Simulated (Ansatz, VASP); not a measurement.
# Cross-check of Sb (Antimony) between VASP and Ansatz

Aim: how closely do two programs agree when they are given the same cell, functional and k mesh? The cell is taken from a series of runs on this material, whose earlier steps may have relaxed, scaled, displaced or heated it; both programs get it as it stands.

Program: Ansatz 0.2.0. Level of theory: plane waves, with VASP 6.6.1 beside it; zone-centre phonons at LDA. Results are calculated unless marked as measured.

## Step 1: Set-up

It takes space group R-3m (No. 166, trigonal). The conventional cell has a = 4.235 Å, b = 4.235 Å, c = 10.599 Å, α = 90.00°, β = 90.00°, γ = 120.00°. Sb has 6 Sb at 2.89 to 3.16 Å nearest.

## Step 2: Ansatz: zone-centre phonons, LDA

Ansatz runs on its PAW soft_1 files.

Second derivatives magnify differences that forces hide, and they need a tight electronic threshold.

The input, input.yaml:

```yaml
crystal:
  lattice:
    - [2.1177247833, 1.2226689737, 3.5330554173]
    - [-2.1177247833, 1.2226689737, 3.5330554173]
    - [0.0, -2.4453379474, 3.5330554172]
  atoms:
    - { symbol: Sb, position: [0.2390264625, 0.2390264625, 0.2390264625] }
    - { symbol: Sb, position: [0.7609735375, 0.7609735375, 0.7609735375] }
kpoints:
  mp_grid: { grid: [12, 12, 12] }
hamiltonian:
  xc: lda
  pseudopotentials: { kind: paw, azcp: { folder: soft_1 }, xc_functional: pbe }
scf:
  occupations: { method: methfessel_paxton, width: 0.2 }
output:
  eigenvalues: true
phonons:
  method: dfpt
```

The run is started by

```sh
$ ansatz run input.yaml --threads 4 --pin off --max-ram 10240MiB --backend cpu --events-out ev --progress --plain --runs-dir out
```

Numbers of over 12 decimals in the logs are rounded to 6 here.

The program printed:

```text
Engine: ansatz 0.2.0, x86_64-unknown-linux-gnu
Pseudopotentials: kind: paw
Pseudopotential: Sb, paw, valence charge 15, recommended cutoff 420 eV (normal), soft_1/Sb.paw.azcp
Functional definition: SPW92
  exchange = slater_x
  correlation = pw_c
Crystal: 2 atoms, lattice volume = 54.888 Å³
Basis set: ecut = 420 eV, 1067 PW (Γ), exchange–correlation on 60×60×60 points (8 copies of the dense FFT grid, shifted against one another)
Bands: 19, of which v1, the nominal top of the filled ones, is band 15 counted from 1 (14 counted from 0)
Symmetry: 12 space group operations
k-points: 476 of 1728 (irreducible under 2 space group operations, time reversal used)
Non-local potential: Sb, projectors of the file, l = 0: 2, l = 1: 2, l = 2: 2, l = 3: 1
PAW form: soft (Blöchl's): semilocal exchange-correlation on the pseudo side does not see the compensation charge
PAW frozen core: Sb, regenerated for the run's functional, and the local potential with it (the file was generated under x = pbe(κ = 0.804, μ = 0.219515), c = pbe(β = 0.066725))
PAW one-centre angular grid: Sb, 590 points (default); XC on 64 Gauss nodes
Initial density: superposition of atomic densities (chi_scale 0.1, normalization cell)
Initial wavefunctions: pseudopotential atomic-orbital guess
Functional: x = slater, c = lda
SCF iter   1: F=—  HF=-12671.758606 eV  |F-HF|=—  |Δ(HF+E_count)|=         —  Δρ=1.53e-2  dr2=1.05e-1  ethr=3.10e-3  ⟨swp⟩=6.0  Hψ=48385  notcnv=0
preconditioner: auto → Kerker (q_TF=auto, 2.467 Å⁻¹)  [metal: Δε(μ)=0.020 eV  Ē_g=9.135 eV  σ=0.200 eV  W_gap=0.09  n_scr=14 (ndim 8)  ℏωp=15.8 eV  f_vac=0.000  D(μ)=0.35/eV (n_scr^D=0)]
SCF iter   2: F=—  HF=-12671.742401 eV  |F-HF|=—  |Δ(HF+E_count)|=   1.62e-2  S|Δr|=    0.00e0  Δρ=9.74e-3  dr2=4.59e-2  ethr=3.50e-4  ⟨swp⟩=1.1  Hψ=12954  notcnv=0
SCF iter   3: F=—  HF=-12671.733862 eV  |F-HF|=—  |Δ(HF+E_count)|=   8.54e-3  S|Δr|=    0.00e0  Δρ=1.61e-3  dr2=2.23e-3  ethr=1.53e-4  ⟨swp⟩=1.0  Hψ=9158  notcnv=0
SCF iter   4: F=—  HF=-12671.733644 eV  |F-HF|=—  |Δ(HF+E_count)|=   2.17e-4  S|Δr|=    0.00e0  Δρ=5.76e-4  dr2=2.43e-4  ethr=7.44e-6  ⟨swp⟩=2.0  Hψ=10322  notcnv=0
SCF iter   5: F=—  HF=-12671.733653 eV  |F-HF|=—  |Δ(HF+E_count)|=   8.93e-6  S|Δr|=    0.00e0  Δρ=7.87e-5  dr2=2.96e-6  ethr=8.11e-7  ⟨swp⟩=2.0  Hψ=10911  notcnv=0
SCF iter   6: F=—  HF=-12671.733653 eV  |F-HF|=—  |Δ(HF+E_count)|=   6.53e-7  S|Δr|=    0.00e0  Δρ=2.46e-5  dr2=1.66e-7  ethr=9.86e-9  ⟨swp⟩=2.0  Hψ=16282  notcnv=0
SCF iter   7: F=—  HF=-12671.733653 eV  |F-HF|=—  |Δ(HF+E_count)|=   6.91e-8  S|Δr|=    0.00e0  Δρ=4.68e-6  dr2=8.84e-9  ethr=5.55e-10  ⟨swp⟩=2.0  Hψ=16231  notcnv=0
SCF iter   8: F=—  HF=-12671.733653 eV  |F-HF|=—  |Δ(HF+E_count)|=  6.00e-10  S|Δr|=    0.00e0  Δρ=1.20e-6  dr2=1.16e-9  ethr=2.95e-11  ⟨swp⟩=2.7  Hψ=16914  notcnv=0
SCF iter   9: F=—  HF=-12671.733653 eV  |F-HF|=—  |Δ(HF+E_count)|=  1.64e-11  S|Δr|=    0.00e0  Δρ=3.38e-7  dr2=1.09e-10  ethr=3.85e-12  ⟨swp⟩=2.0  Hψ=10519  notcnv=0
SCF iter  10: F=-12671.733653 eV  HF=-12671.733653 eV  |F-HF|=5.46e-12  |Δ(HF+E_count)|=  1.82e-11  S|Δr|=    0.00e0  Δρ=1.28e-7  dr2=6.59e-12  ethr=1.00e-12  ⟨swp⟩=4.8  Hψ=44971  notcnv=0
SCF 1 converged in 10 iterations: F = -12671.733653 eV  dr2 = 6.59e-12
  greatest PAW one-centre occupation: 0.997 electrons in one spin orbital (limit 2), on the Sb atom at site 1 (counted from 0), in its partial waves of l = 2
DFPT response loops at Γ: preconditioner auto → Kerker (q_TF=auto, 2.467 Å⁻¹) (partly filled bands, converged f_vac=0.000); β = 1.00, the filter's whole step (`scf.mixing.beta` (0.50) is not read by the response loops under this deck's `scf.mixing.preconditioner`; to damp them name `kerker` or `kerker_dos`, under which they read `scf.mixing.beta`, and type it under 1.00, their step now; both keys bind the ground state too); Broyden in place of MSR1
SCF converged after 10 iterations
Stability not checked: this state was not tested for a lower state beside it, because cold or Methfessel-Paxton smearing, or corrected tetrahedra, fill the levels in a way that the test cannot read (fill_not_monotonic; see scf.lower_state_search)
Free energy (F): -12671.733653 eV
Harris-Foulkes:  -12671.733653 eV  (|F-HF|=5.46e-12)
Internal energy: -12671.735139 eV  (E = F + TS)
E sigma→0 (E₀):  -12671.734024 eV
Entropy (-TS):   0.001486 eV (0.743 meV/atom)
Fermi energy:    11.365078 eV
--- Per-component energies (eV) ---
  E_band       = -298.586865
  E_kinetic    = 330.655903
  E_local      = -3010.165568  (includes V_loc(G=0)·N_el)
  E_nonlocal   = 788.108940
  E_hartree    = 1248.230368
  E_xc         = -198.895549
  E_vxc        = -184.787037  (∫ρ·V_xc dr)
  E_paw        = -8790.073167  (= ΣΔE_a)
  E_vpaw       = -718.860107  (= ΣTr[D̂ρ^β])
  E_aug_tail   = 0.000246  (compensation charges beyond the density's cutoff)
  E_ewald      = -3040.713933
  E_core_change = 1.117622  (= ΣΔE_core)
  E_smearing   = 0.001486  (= −TS)
  E_closure    = -0.000000  (closes the sum)
  Σ components = -12671.733653   (vs F -12671.733653, Δ=0.00e0)
--- Band table (eV; the first three rows and the last of 476) ---
  k-point 0: bands = [... 11 lower, 7.0577, 9.4076, 9.4670, 9.4670, 14.1585, 14.5149, 14.5149, 16.3217]
  k-point 1: bands = [... 11 lower, 6.5507, 9.4237, 9.4678, 9.7802, 13.9838, 14.2237, 14.2712, 16.0561]
  k-point 2: bands = [... 11 lower, 5.5000, 9.4585, 9.4797, 10.2814, 13.4475, 13.5394, 13.6960, 15.9742]
  k-point 475: bands = [... 11 lower, 1.7050, 10.1726, 10.1726, 11.1139, 11.1172, 11.1172, 12.2396, 19.3433]
--- Phonons (Γ-DFPT): 2 representative perturbations + reference, on 476 of 1728 k-points (Σ response iterations 6) ---
  k mesh reduced under 2 symmetry operations, with k and −k counted as one. Each operation leaves every solved perturbation unchanged. A smaller set is not used because it would not reduce the number of displacements times k-points to solve
  ASR residual: 3.070e-5 → 0.000e0 eV/Å²; symmetrization residual: 3.266e-5 eV/Å²
  ASR residual per site (eV/Å²): 3.07e-5 3.07e-5
  Γ frequencies (cm⁻¹): 0.00 0.00 0.00 77.06 77.06 130.66
  non-analytic LO–TO correction: not included (Born effective charges unavailable; polar crystals: no LO–TO splitting at Γ)
```

The column dr2 measures how far the density is from self-consistency, as an energy; F and HF (Harris–Foulkes) agree once it is small.

## Step 3: VASP: zone-centre phonons, LDA

The same cell, functional (in two slightly different forms), mesh and smearing now go to VASP, with its own data sets.

Lines of VASP's logs that name or quote its potential files are left out, and so is its time.

The input, INCAR:

```
SYSTEM = Sb
PREC = Accurate
ENCUT = 500
EDIFF = 1E-08
NELM = 120
ISMEAR = 1
SIGMA = 0.2
LREAL = .FALSE.
ALGO = Normal
GGA = CA
NBANDS = 11
LORBIT = 11
LWAVE = .FALSE.
LCHARG = .FALSE.
ISIF = 2
IBRION = 8
LASPH = .TRUE.
GGA_COMPAT = .FALSE.
KPAR = 2
```

The input, POSCAR:

```
Sb
1.0
    2.1177247833      1.2226689737      3.5330554173
   -2.1177247833      1.2226689737      3.5330554173
    0.0000000000     -2.4453379474      3.5330554172
Sb
2
Direct
    0.2390264625      0.2390264625      0.2390264625
    0.7609735375      0.7609735375      0.7609735375
```

The input, KPOINTS:

```
Automatic mesh
0
Gamma
12 12 12
0 0 0
```

Potentials, in the order of the species: Sb (LDA family, release 64).

The run is started by

```sh
$ mpirun -np 2 vasp_std
```

The program printed:

```text
[banner, memory and clock lines left out]
running    2 mpi-ranks, on    1 nodes
 distrk:  each k-point on    1 cores,    2 groups
 distr:  one band on    1 cores,    1 groups

 POSCAR found type information on POSCAR Sb
 POSCAR found :  1 types and       2 ions
 LDA part: xc-table for (Slater(with rela. corr.)+CA(PZ))
 , standard interpolation
 POSCAR, INCAR and KPOINTS ok, starting setup
 FFT: planning ... GRIDC
 FFT: planning ... GRID_SOFT
 FFT: planning ... GRID
 WAVECAR not read
 entering main loop
       N       E                     dE             d eps       ncg     rms          rms(c)
DAV:   1     0.371622276467E+02    0.37162E+02   -0.35911E+03  4158   0.703E+02
DAV:   2    -0.761588817969E+01   -0.44778E+02   -0.43402E+02  5667   0.116E+02
DAV:   3    -0.959857484471E+01   -0.19827E+01   -0.19413E+01  5065   0.276E+01
DAV:   4    -0.961658962748E+01   -0.18015E-01   -0.18002E-01  4670   0.309E+00
DAV:   5    -0.961678684181E+01   -0.19721E-03   -0.19721E-03  4825   0.367E-01    0.349E+00
DAV:   6    -0.960028511239E+01    0.16502E-01   -0.33049E-03  4663   0.316E-01    0.209E+00
DAV:   7    -0.959111147625E+01    0.91736E-02   -0.70334E-03  4479   0.456E-01    0.534E-02
DAV:   8    -0.959111587115E+01   -0.43949E-05   -0.20208E-04  4707   0.101E-01    0.157E-02
DAV:   9    -0.959111876235E+01   -0.28912E-05   -0.10963E-05  4692   0.212E-02    0.656E-03
DAV:  10    -0.959111850288E+01    0.25947E-06   -0.12279E-06  4701   0.617E-03    0.118E-03
DAV:  11    -0.959111851924E+01   -0.16365E-07   -0.10595E-07  4728   0.197E-03    0.327E-04
DAV:  12    -0.959111852024E+01   -0.99806E-09   -0.73671E-09  2748   0.478E-04
   1 F= -.95911185E+01 E0= -.95916192E+01  d E =0.150195E-02
 Linear response reoptimize wavefunctions to high precision
DAV:   1    -0.959111852042E+01   -0.17576E-09   -0.10253E-09  3240   0.225E-04
DAV:   2    -0.959111852042E+01   -0.55138E-11   -0.85875E-11  2430   0.782E-05
 Linear response DOF=           2
 Linear response progress:
  Degree of freedom:   1/  2
       N       E                     dE             d eps       ncg     rms          rms(c)
RMM:   1    -0.262439197143E-01   -0.26244E-01    0.18077E-02 38894   0.125E+00
RMM:   2    -0.256585749962E-01    0.58534E-03   -0.18585E-03 30196   0.263E-01    0.539E-02
RMM:   3    -0.256761087221E-01   -0.17534E-04   -0.48276E-05 31591   0.426E-02    0.318E-02
RMM:   4    -0.257620968076E-01   -0.85988E-04   -0.27518E-05 31606   0.220E-02    0.243E-03
RMM:   5    -0.257692509078E-01   -0.71541E-05   -0.17461E-06 32443   0.409E-03    0.110E-03
RMM:   6    -0.257707653437E-01   -0.15144E-05    0.28792E-07 31018   0.950E-04    0.323E-04
RMM:   7    -0.257697665430E-01    0.99880E-06    0.17040E-07 32966   0.238E-04    0.101E-04
RMM:   8    -0.257698215056E-01   -0.54963E-07    0.17571E-08 33639   0.530E-05    0.262E-05
RMM:   9    -0.257698401578E-01   -0.18652E-07   -0.20883E-08 33401   0.205E-05    0.195E-06
RMM:  10    -0.257698369077E-01    0.32501E-08   -0.92220E-09 33635   0.999E-06    0.668E-07
 first order change of Fermi-energy  -0.11405E-04
 force on displaced ion       1 direction 1 :  -1.619  -0.000   0.000
 Linear response progress:
  Degree of freedom:   2/  2
       N       E                     dE             d eps       ncg     rms          rms(c)
RMM:   1    -0.269450278374E-01   -0.26945E-01    0.11753E-02  8181   0.126E+00
RMM:   2    -0.255539371707E-01    0.13911E-02   -0.18460E-03  6543   0.273E-01    0.505E-02
RMM:   3    -0.254965513360E-01    0.57386E-04   -0.41136E-05  6888   0.449E-02    0.303E-02
RMM:   4    -0.254777722963E-01    0.18779E-04   -0.22355E-05  6721   0.241E-02    0.629E-03
RMM:   5    -0.254917253920E-01   -0.13953E-04   -0.75699E-07  6955   0.502E-03    0.208E-03
RMM:   6    -0.254936614257E-01   -0.19360E-05   -0.32761E-08  6989   0.987E-04    0.742E-04
RMM:   7    -0.254926035010E-01    0.10579E-05    0.14913E-08  7051   0.295E-04    0.144E-04
RMM:   8    -0.254926316394E-01   -0.28138E-07    0.69229E-09  7173   0.457E-05    0.252E-05
RMM:   9    -0.254926438122E-01   -0.12173E-07    0.27646E-09  7215   0.226E-05    0.141E-05
RMM:  10    -0.254926375818E-01    0.62304E-08    0.34502E-09  7166   0.116E-05    0.142E-06
 first order change of Fermi-energy  -0.10743E+01
 force on displaced ion       1 direction 3 :   0.000  -0.000  -4.059
 Linear response finished
```

From OUTCAR (step 3):

```text
ion  position               nearest neighbor table
   1  0.239  0.239  0.239-   2 2.89   2 2.89   2 2.89   2 3.16   2 3.16   2 3.16
   2  0.761  0.761  0.761-   1 2.89   1 2.89   1 2.89   1 3.16   1 3.16   1 3.16

  LATTYP: Found a trigonal (rhomboedric) cell.
 ALAT       =     4.2967613686
 COS(alpha) =     0.5141674993

 Subroutine GETGRP returns: Found 12 space group operations
 (whereof 12 operations were pure point group operations)

The static configuration has the point symmetry D_3d.

 Found    189 irreducible k-points:

   k-points           NKPTS =    189   k-points in BZ     NKDIM =    189   number of bands    NBANDS=     11

   dimension x,y,z NGX =    32 NGY =   32 NGZ =   32
   dimension x,y,z NGXF=    64 NGYF=   64 NGZF=   64

   ENCUT  =  500.0 eV  36.75 Ry    6.06 a.u.   7.83  7.83  7.83*2*pi/ulx,y,z

   NELECT =      10.0000    total number of electrons

 k-points in reciprocal lattice and weights: Automatic mesh
   0.00000000  0.00000000  0.00000000       0.001
   0.08333333 -0.00000000  0.00000000       0.003
   0.16666667  0.00000000  0.00000000       0.003
   0.25000000  0.00000000  0.00000000       0.003
   0.33333333  0.00000000  0.00000000       0.003
   0.41666667  0.00000000  0.00000000       0.003
   0.50000000  0.00000000  0.00000000       0.002
   0.08333333  0.08333333  0.00000000       0.003
   0.16666667  0.08333333  0.00000000       0.007
[...]
-0.41666667  0.50000000  0.41666667       0.003
   0.50000000  0.50000000  0.50000000       0.001

 average (electrostatic) potential at core
       1 -85.5966       2 -85.5966

  Total        1.2798295      1.2798295      1.2536846     -0.0000000      0.0000000      0.0000000
  in kB       37.3579111     37.3579111     36.5947492     -0.0000000      0.0000000      0.0000000
  external PRESSURE =      37.1035238 kB  Pullay stress =       0.0000000 kB

  energy-cutoff  :      500.00
  volume of cell :       54.89
      direct lattice vectors                 reciprocal lattice vectors
     2.117724783  1.222668974  3.533055417     0.236102445  0.136313810  0.094347044
    -2.117724783  1.222668974  3.533055417    -0.236102445  0.136313810  0.094347044
     0.000000000 -2.445337947  3.533055417     0.000000000 -0.272627621  0.094347044

 POSITION                                       TOTAL-FORCE (eV/Angst)
 -----------------------------------------------------------------------------------
      0.00000      0.00000      2.53348         0.000000      0.000000      0.063838
      0.00000      0.00000      8.06569         0.000000      0.000000     -0.063838
 -----------------------------------------------------------------------------------
    total drift:                               -0.000000     -0.000000     -0.000000

 Eigenvectors and eigenvalues of the dynamical matrix
 ----------------------------------------------------

   1 f  =    4.037050 THz    25.365534 2PiTHz  134.661495 cm-1    16.695890 meV
             X         Y         Z           dx          dy          dz
      0.000000  0.000000  2.533481    -0.000000    0.000000    0.707107
      0.000000  0.000000  8.065685     0.000000   -0.000000   -0.707107

   2 f  =    2.549479 THz    16.018850 2PiTHz   85.041470 cm-1    10.543794 meV
             X         Y         Z           dx          dy          dz
      0.000000  0.000000  2.533481    -0.707107    0.000017   -0.000000
      0.000000  0.000000  8.065685     0.707107   -0.000017    0.000000

   3 f  =    2.549479 THz    16.018850 2PiTHz   85.041470 cm-1    10.543794 meV
             X         Y         Z           dx          dy          dz
      0.000000  0.000000  2.533481    -0.000017   -0.707107    0.000000
      0.000000  0.000000  8.065685     0.000017    0.707107   -0.000000

   4 f  =    0.000000 THz     0.000000 2PiTHz    0.000002 cm-1     0.000000 meV
             X         Y         Z           dx          dy          dz
      0.000000  0.000000  2.533481    -0.031693   -0.115823   -0.696836
      0.000000  0.000000  8.065685    -0.031693   -0.115823   -0.696836

   5 f  =    0.000000 THz     0.000000 2PiTHz    0.000001 cm-1     0.000000 meV
             X         Y         Z           dx          dy          dz
      0.000000  0.000000  2.533481     0.654850    0.256751   -0.072459
      0.000000  0.000000  8.065685     0.654850    0.256751   -0.072459

   6 f/i=    0.000000 THz     0.000000 2PiTHz    0.000001 cm-1     0.000000 meV
             X         Y         Z           dx          dy          dz
      0.000000  0.000000  2.533481     0.264891   -0.648586    0.095756
      0.000000  0.000000  8.065685     0.264891   -0.648586    0.095756

 ELASTIC MODULI CONTR FROM IONIC RELAXATION (kBar)
 Direction    XX          YY          ZZ          XY          YZ          ZX
 --------------------------------------------------------------------------------
 XX        -123.1395   -103.6979   -143.8913     -0.0000     30.7768      0.0000
 YY        -103.6979   -123.1395   -143.8913      0.0000    -30.7768     -0.0000
 ZZ        -143.8913   -143.8913   -182.5510      0.0000     -0.0000     -0.0000
 XY          -0.0000      0.0000      0.0000     -9.7208      0.0000     27.9515
 YZ          30.7768    -30.7768     -0.0000      0.0000    -97.4418     -0.0000
 ZX           0.0000     -0.0000     -0.0000     27.9515     -0.0000    -80.3726
 --------------------------------------------------------------------------------
```

## Step 4: Side by side

Known differences besides the potentials themselves: the two LDA forms differ slightly; the data sets hold 30 valence electrons in Ansatz (on its PAW soft_1 files) and 10 in VASP; the cutoff is 420 eV in Ansatz and 500 eV in VASP; VASP's log shows a relativistic correction to its local exchange, Ansatz's none. Total energies have different zeros and are not compared.

The two programs side by side:

```
                  quantity  Ansatz   VASP  difference
optical mode 1 to 2 (cm⁻¹)    77.1   85.0     -9.39 %
     optical mode 3 (cm⁻¹)   130.7  134.7     -2.97 %
```

Modes are paired by rising frequency, not by their patterns, so a pair may set unlike modes beside each other; they are those without the splitting of longitudinal modes.

## Step 5: Outcome

```json
{
 "r.m.s. difference of the optical zone-centre modes, each program's sorted by frequency (zone-centre phonons, LDA)": "6.9 cm⁻¹",
 "difference in optical mode 1 to 2 (zone-centre phonons, LDA)": "-9.4 %"
}
```

What this shows: The r.m.s. difference of the optical zone-centre modes, each program's sorted by frequency is 6.9 cm⁻¹ (zone-centre phonons, LDA). The data sets hold unlike numbers of valence electrons (30 in Ansatz and 10 in VASP), so part of the differences comes from the potentials. Among the rows given in per cent, the largest difference of the zone-centre phonons, LDA pair is in optical mode 1 to 2, -9.4 %. How closely two codes agree says nothing of how well the functional describes the real material.

[Lines on the potential files, build, host, timing and source positions are cut from VASP's logs without a mark.]

[Logs are printed without paths, hosts, clocks, repeated set-up lines and the standing remarks that a program may print on its own settings, such as how far it seeks lower states.]

[Hosts, paths, dates, database ids (printed as entryN), source tags and the programs' standing remarks are cut or masked in the printed files.]
